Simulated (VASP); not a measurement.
Input:

```xyz
5
Lattice="3.9661 0.0000 0.0000 0.0000 3.9661 0.0000 0.0000 0.0000 4.0773" Properties=species:S:1:pos:R:3 pbc="T T T"
Ba     0.0000     0.0000     0.0159
Ti     1.9831     1.9831     2.1225
O      1.9831     1.9831     3.9591
O      0.0000     1.9831     1.9745
O      1.9831     0.0000     1.9745
```

All values below come from PBEsol GGA, VASP's PBE PAW potentials (set 64) (plane waves; VASP). Settings: 620 eV cut-off, 6×6×6 Γ-centred mesh, Gaussian smearing of 0.050 eV, potentials Ba_sv Ti_sv O.

Energy and stress use the plane-wave basis of the starting cell.

**Question.** The ions, cell shape and volume at an external pressure of 5.0 GPa are relaxed. What does this cell relax into?

**Answer.** 
```xyz
5
Lattice="3.9418 0.0000 0.0000 0.0000 3.9418 0.0000 0.0000 0.0000 3.9792" Properties=species:S:1:pos:R:3 pbc="T T T"
Ba     0.0000     0.0000     3.9736
Ti     1.9709     1.9709     2.0318
O      1.9709     1.9709     3.9029
O      0.0000     1.9709     1.9378
O      1.9709     0.0000     1.9378
```
Space group P4mm (99), at a tolerance of 0.03 Å.

**Question.** How do energy and volume change from the first to the last step?

**Answer.** The energy (σ→0) changes by +6.2 meV/atom and the volume by -3.6 %, in 12 ionic steps.

```csv
step,E(σ→0) (eV),max force (eV/Å),pressure (GPa),volume (Å³)
1,-42.0096,0.012,-0.20,64.14
2,-41.8808,0.696,11.81,60.35
3,-41.9839,0.320,4.99,62.35
4,-41.9821,0.095,5.03,62.14
5,-41.9790,0.075,5.10,62.02
6,-41.9805,0.067,4.98,61.96
7,-41.9791,0.072,4.89,61.88
8,-41.9798,0.069,4.91,61.90
9,-41.9778,0.035,5.11,61.81
10,-41.9757,0.037,5.30,61.74
11,-41.9825,0.030,4.48,61.96
12,-41.9786,0.018,4.95,61.83
```

The compound is BaTiO3 in the tetragonal perovskite structure. This run relaxes it under an external pressure of 5 GPa. Symmetry was kept, so distortions that lower it aren't found.
